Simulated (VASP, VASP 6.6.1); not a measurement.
# Equilibrium volume of fcc rhodium: PBE with D3(BJ) dispersion comes within 1 % of experiment

## Experimental context

The reference is the zero-pressure volume of the conventional rhodium cell, 55.046 ± 0.016 Å³, from "Thermal equation of state of rhodium characterized by XRD in a resistively heated diamond anvil cell" (2024, PubMed Central 11535440). A grain of 99.9 % rhodium was compressed in helium at room temperature and followed by synchrotron X-ray diffraction, with gold as the pressure scale. The volume is a parameter of a Vinet equation of state fitted to the compression data, so it carries the choice of fit and pressure scale as well as the diffraction error. We suspect that it may lie marginally high for that reason. The published refinement from which our starting cell derives, with a = 3.803 Å, corresponds to a volume smaller by less than 0.1 %, a difference of no consequence here.

| compared with | measured | source's wording or label | T (K) | method |
| --- | --- | --- | --- | --- |
| volume of the conventional cell (Å³) | 55.046 ± 0.016 | V0 of conventional cell from Vinet EoS fit | room temperature | synchrotron XRD in DAC, EoS fit |

Conditions are those given with the value in the passage it was taken from; "not stated" means there, and the paper may say more elsewhere.

## Aim and plan

We want the cheapest level of theory that gives the volume of the conventional cell within 2 %. That is roughly 0.7 % in the lattice constant, close enough to separate functionals that bind a transition metal too strongly or too weakly from those that do not. A much narrower target would be blurred by what the model omits: the nuclei are static, and for a stiff metal like rhodium zero-point motion and thermal expansion up to room temperature together add roughly 0.5 to 1 % to the volume. A faultless static calculation should therefore come out slightly below the measured value.

The model is one atom in the primitive fcc cell, without spin polarisation, since rhodium is a Pauli paramagnet. The measured cell is stretched by 3 % in volume before relaxation, so that the result has to be found rather than inherited. We begin with the local density approximation and move to gradient corrections if the volume calls for them, then test k mesh and plane-wave cutoff before judging. With one atom in the cell all semilocal levels are cheap, and the choice to be made is mainly that of the functional.

System: Rh, space group Fm-3m (Rhodium); Fm-3m (No. 225), 1 atom in the cell; conventional a = 3.803 A, from a published structure refinement (COD).

On the selection of runs and values: 1 further cited values are not listed: repeats, values quoted from earlier work, more than five for one quantity or six quantities, optical onsets of an indirect gap, modes that a denser mesh moves by over 3 %, or quantities that fewer than three runs give.

## 1. The local density approximation

LDA is the simplest functional and sets the baseline. It usually overbinds metals, so we expect a volume that is too small by more than the missing thermal and zero-point expansion can explain. We use a 20×20×20 mesh from the start, because a metal with a partly filled d band has a Fermi surface that needs dense sampling, and one atom makes this affordable.

**Run 1.** VASP 6.6.1: LDA; 450 eV, 20x20x20 k mesh; cell and atoms relaxed, relaxed twice, LASPH on.

Key lines of the input:
```
ALGO = Normal
EDIFF = 1E-06
EDIFFG = -0.006
ENCUT = 450
GGA = CA
IBRION = 2
ISIF = 3
ISMEAR = 1
LASPH = .TRUE.
NBANDS = 13
NELM = 100
NSW = 50
PREC = Accurate
SIGMA = 0.15
KPOINTS: Gamma, 20 20 20
PAW data sets: Rh_pv (LDA 64)
```

Command:
```
mpirun -np 8 vasp_std
```

Selected lines of the output:
```
   3 F= -.86849886E+01 E0= -.86852789E+01  d E =-.535968E-01
   4 F= -.86852001E+01 E0= -.86854864E+01  d E =-.538084E-01
   5 F= -.86852056E+01 E0= -.86854902E+01  d E =-.538138E-01
   6 F= -.86852080E+01 E0= -.86854936E+01  d E =-.242036E-05
[second pass]
   3 F= -.86842196E+01 E0= -.86845042E+01  d E =-.867626E-05
 reached required accuracy - stopping structural energy minimisation
  external PRESSURE =       0.1492932 kB  Pullay stress =       0.0000000 kB
  volume of cell :       13.25
      direct lattice vectors                 reciprocal lattice vectors
     0.000000000  1.878207254  1.878207254    -0.266211303  0.266211303  0.266211303
     1.878207254 -0.000000000  1.878207254     0.266211303 -0.266211303  0.266211303
     1.878207254  1.878207254 -0.000000000     0.266211303  0.266211303 -0.266211303
```

Converged; 20 s on 8 cores of Intel Xeon 6975P-C (Granite Rapids), shared host (all steps together).

| quantity | run 1 | measured | deviation |
| --- | --- | --- | --- |
| volume of the conventional cell (Å³) | 53.005 | 55.046 ± 0.016 | −2.041 (−3.7 %) |
| lattice constant a of the conventional cell (Å) | 3.756 |  |  |
| space group at the end | Fm-3m |  |  |
| pressure left at the end (GPa) | 0.0149 |  |  |

LDA gives 53.005 Å³, 3.7 % below the measured volume and outside the target. The missing thermal and zero-point expansion has the right sign but accounts for at most about a quarter of the gap. The rest fits the usual overbinding of LDA in transition metals. The second relaxation, started with a basis rebuilt for the new cell, ended with a negligible pressure, so an unfinished relaxation is not the reason.

## 2. Two gradient-corrected functionals

The next step up is a dependence on the density gradient, which for one atom costs little more than LDA. We take two forms of it at the same cutoff and mesh. PBE is the general-purpose choice and tends to make the heavier transition metals somewhat too large. PBEsol has a weaker gradient correction to exchange, designed for equilibrium volumes of solids, and should fall between LDA and PBE. We expect PBE above the measured volume and PBEsol slightly below it, where a static calculation belongs.

**Run 2.** VASP 6.6.1: PBE; 450 eV, 20x20x20 k mesh; cell and atoms relaxed, LASPH on.

Key lines of the input, as changed from run 1:
```diff
- GGA = CA
+ GGA = PE
- PAW data sets: Rh_pv (LDA 64)
+ PAW data sets: Rh_pv (PBE 64)
```

Selected lines of the output:
```
  volume of cell :       14.04
```

Converged; 10 s of wall time (all steps together).

**Run 3.** VASP 6.6.1: PBEsol; 450 eV, 20x20x20 k mesh; cell and atoms relaxed, relaxed twice, LASPH on.

Key lines of the input, as changed from run 2:
```diff
- GGA = PE
+ GGA = PS
```

Selected lines of the output:
```
  external PRESSURE =       0.1568197 kB  Pullay stress =       0.0000000 kB
  volume of cell :       13.49
```

Converged; 21 s of wall time (all steps together).

| quantity | run 2 | run 3 | measured |
| --- | --- | --- | --- |
| volume of the conventional cell (Å³) | 56.143 | 53.959 | 55.046 ± 0.016 |
| lattice constant a of the conventional cell (Å) | 3.829 | 3.779 |  |
| space group at the end | Fm-3m | Fm-3m |  |
| pressure left at the end (GPa) | −0.0107 | 0.0157 |  |

The two gradient corrections bracket the measured volume almost symmetrically, PBE 1.097 Å³ above it and PBEsol 1.087 Å³ below. Both lie within 2 %, but by less than the quoted experimental uncertainty of 0.016 Å³. With the volume of the published refinement as reference, PBE would fall just outside. We therefore call both undecided for now.

The physics does separate them. Zero-point motion and thermal expansion would enlarge both computed cells, which brings PBEsol closer to experiment and takes PBE further away. PBEsol is thus the better candidate, although the missing expansion covers only about a quarter to a half of its shortfall.

## 3. Mesh and cutoff for PBEsol

With so thin a margin, a small numerical error could decide the result. We repeat the PBEsol relaxation once with a 28×28×28 mesh and once with a cutoff of 600 eV, changing one setting at a time. Both runs remain cheap for a single atom. We expect shifts well below one per cent, but even a few hundredths of a cubic ångström would matter for the comparison with the limit.

**Run 4.** VASP 6.6.1: PBEsol; 450 eV, 28x28x28 k mesh; cell and atoms relaxed, relaxed twice, LASPH on.

Key lines of the input, as changed from run 3:
```diff
- KPOINTS: Gamma, 20 20 20
+ KPOINTS: Gamma, 28 28 28
```

Selected lines of the output:
```
   1 F= -.81105806E+01 E0= -.81105082E+01  d E =-.811058E+01
   2 F= -.79360527E+01 E0= -.79359302E+01  d E =0.174528E+00
   3 F= -.81384570E+01 E0= -.81383588E+01  d E =-.278764E-01
   4 F= -.81385069E+01 E0= -.81384079E+01  d E =-.279263E-01
[second pass]
   3 F= -.81377826E+01 E0= -.81376834E+01  d E =-.444759E-05
 reached required accuracy - stopping structural energy minimisation
  external PRESSURE =       0.1817814 kB  Pullay stress =       0.0000000 kB
  volume of cell :       13.49
      direct lattice vectors                 reciprocal lattice vectors
     0.000000000  1.889411156  1.889411156    -0.264632713  0.264632713  0.264632713
     1.889411156 -0.000000000  1.889411156     0.264632713 -0.264632713  0.264632713
     1.889411156  1.889411156  0.000000000     0.264632713  0.264632713 -0.264632713
```

Converged; 40 s of wall time (all steps together).

**Run 5.** VASP 6.6.1: PBEsol; 600 eV, 20x20x20 k mesh; cell and atoms relaxed, relaxed twice, LASPH on.

Key lines of the input, as changed from run 3:
```diff
- ENCUT = 450
+ ENCUT = 600
```

Selected lines of the output:
```
  external PRESSURE =       0.6995789 kB  Pullay stress =       0.0000000 kB
  volume of cell :       13.49
```

Converged; 25 s of wall time (all steps together).

| quantity | run 4 | run 5 | measured |
| --- | --- | --- | --- |
| volume of the conventional cell (Å³) | 53.960 | 53.960 | 55.046 ± 0.016 |
| lattice constant a of the conventional cell (Å) | 3.779 | 3.779 |  |
| space group at the end | Fm-3m | Fm-3m |  |
| pressure left at the end (GPa) | 0.0182 | 0.0700 |  |

Neither the denser mesh nor the higher cutoff moves the PBEsol volume by more than 0.001 Å³. That agreement is finer than the relaxations warrant: the 0.07 GPa left at 600 eV corresponds, in a metal as stiff as rhodium, to roughly 0.01 Å³. Sampling and basis therefore do not explain the shortfall of about 2 %. They do not settle the comparison with the limit either, because the margin is as small as the experimental uncertainty and the stopping threshold of the relaxation. PBEsol remains undecided.

## 4. Between PBEsol and PBE

A clear result needs a volume between those of PBEsol and PBE, and we try three routes to it. The cheapest is to add the pairwise D3(BJ) dispersion correction to PBE. It must contract the cell, but it takes little account of the screening by conduction electrons and may contract it too far. The second, optB86b-vdW, obtains dispersion from the density itself through a nonlocal correlation term. The third, r2SCAN, leaves long-range dispersion out and adds the kinetic-energy density to the semilocal description. All three keep the 450 eV and the 20×20×20 mesh that proved sufficient for PBEsol, though that check does not strictly carry over to them. We expect all three to come out below PBE, and have no firm expectation of their order.

**Run 6.** VASP 6.6.1: PBE + D3(BJ); 450 eV, 20x20x20 k mesh; cell and atoms relaxed, relaxed twice, LASPH on.

Key lines of the input, as changed from run 2:
```diff
+ IVDW = 12
```

Selected lines of the output:
```
  volume of cell :       13.64
```

Converged; 17 s of wall time (all steps together).

**Run 7.** VASP 6.6.1: optB86b-vdW; 450 eV, 20x20x20 k mesh; cell and atoms relaxed, relaxed twice, LASPH on.

Key lines of the input, as changed from run 2:
```diff
+ AGGAC = 0
- GGA = PE
+ GGA = MK
+ LUSE_VDW = .TRUE.
+ PARAM1 = 0.1234
+ PARAM2 = 1
```

Selected lines of the output:
```
  external PRESSURE =      -0.5176443 kB  Pullay stress =       0.0000000 kB
  volume of cell :       13.75
```

Converged; 55 s of wall time (all steps together).

**Run 8.** VASP 6.6.1: r2SCAN; 450 eV, 20x20x20 k mesh; cell and atoms relaxed, relaxed twice, LASPH on.

Key lines of the input, as changed from run 2:
```diff
- GGA = PE
+ METAGGA = R2SCAN
```

Selected lines of the output:
```
  external PRESSURE =      -0.6818187 kB  Pullay stress =       0.0000000 kB
  volume of cell :       13.77
```

Converged; 63 s of wall time (all steps together).

| quantity | run 6 | run 7 | run 8 | measured |
| --- | --- | --- | --- | --- |
| volume of the conventional cell (Å³) | 54.549 | 55.009 | 55.068 | 55.046 ± 0.016 |
| lattice constant a of the conventional cell (Å) | 3.793 | 3.803 | 3.805 |  |
| space group at the end | Fm-3m | Fm-3m | Fm-3m |  |
| pressure left at the end (GPa) | −0.0052 | −0.0518 | −0.0682 |  |

All three volumes lie between those of PBEsol and PBE and well within the target. PBE + D3(BJ) gives 54.549 Å³, 0.9 % below the measured value. The dispersion term contracts the PBE cell by 1.594 Å³, and our concern that it might contract it too far is not borne out. The remaining deficit is about what zero-point motion and thermal expansion should add. This doesn't show that a pairwise correction describes dispersion in a metal properly, since it may also be making up for other errors of PBE.

optB86b-vdW and r2SCAN come within 0.1 % of the measured volume, one just below and one just above. The small pressures left in these two runs have the same sign and correspond to roughly 0.01 Å³ each, too little to change their order. Their closeness to experiment is no sign of higher accuracy than PBE + D3(BJ), however: with the missing expansion added, both would end up slightly too large, by up to about 1 %, and still within the target.

PBE + D3(BJ) is the cheapest of the three by construction, because the pairwise term adds almost nothing to a PBE step. Its mesh and cutoff were not tested separately. Its distance from the lower limit is more than half a cubic ångström, however, whereas the same changes of setting moved the PBEsol volume by only about 0.001 Å³.

## Overview

| run | settings | volume of the conventional cell (Å³) | deviation | cost |
| --- | --- | --- | --- | --- |
| 1 | LDA, 450 eV, 20x20x20 k mesh, relaxed twice | 53.005 | −2.041 (−3.7 %) | 2.7 core-min |
| 2 | PBE, 450 eV, 20x20x20 k mesh | 56.143 | +1.097 (+2.0 %) | 83 core-s |
| 3 | PBEsol, 450 eV, 20x20x20 k mesh, relaxed twice | 53.959 | −1.087 (−2.0 %) | 2.8 core-min |
| 4 | PBEsol, 450 eV, 28x28x28 k mesh, relaxed twice | 53.960 | −1.086 (−2.0 %) | 5.4 core-min |
| 5 | PBEsol, 600 eV, 20x20x20 k mesh, relaxed twice | 53.960 | −1.086 (−2.0 %) | 3.4 core-min |
| 6 | PBE + D3(BJ), 450 eV, 20x20x20 k mesh, relaxed twice | 54.549 | −0.497 (−0.9 %) | 2.3 core-min |
| 7 | optB86b-vdW, 450 eV, 20x20x20 k mesh, relaxed twice | 55.009 | −0.037 (−0.1 %) | 7.3 core-min |
| 8 | r2SCAN, 450 eV, 20x20x20 k mesh, relaxed twice | 55.068 | +0.022 (+0.0 %) | 8.5 core-min |
|  | measured | 55.046 ± 0.016 |  |  |

## Assessment

PBE + D3(BJ) meets the target: its volume of 54.549 Å³ lies 0.9 % below the measured 55.046 Å³, at a cost of 2.3 core-minutes. It is the cheapest level tried that passes clearly. LDA misses at −3.7 %, while PBE and PBEsol sit so close to opposite edges of the 2 % window that we leave both undecided.

The missing zero-point and thermal expansion, roughly 0.5 to 1 % in volume, accounts for the sign and about the size of what remains with PBE + D3(BJ). Added to the other results, it would bring PBEsol clearly inside the target and push PBE out of it. It would also leave optB86b-vdW and r2SCAN slightly too large, so their agreement within 0.1 % rests partly on comparing a static cell with a room-temperature one.

The good volume from PBE + D3(BJ) does not establish that its physics is right. PBE alone gives too large a cell, and the pairwise attraction shrinks it by about the amount needed. How much of that is real dispersion, and how much makes up for errors of PBE at short range, these runs cannot separate.

The step that mattered was going beyond the plain gradient corrections. The mesh and cutoff tests left PBEsol undecided, but they showed that neither setting is the cause of its shortfall. They were made for PBEsol only; for PBE + D3(BJ) we rely on the wide margin. The reference is itself a fitted volume and may be marginally high, but the published refinement differs from it by less than 0.1 %, which does not affect the result for PBE + D3(BJ).

[Logs are printed without paths, hosts, clocks, repeated set-up lines and the standing remarks that a program may print on its own settings, such as how far it seeks lower states.]

[The runs shown are a pick from a larger set of finished runs; failed, doubtful and other runs were left out of it ahead of writing. So were measured values far from every level or from commonly accepted values, and agreement can look better than it is. Lines of input and output are excerpts and may be shortened.]
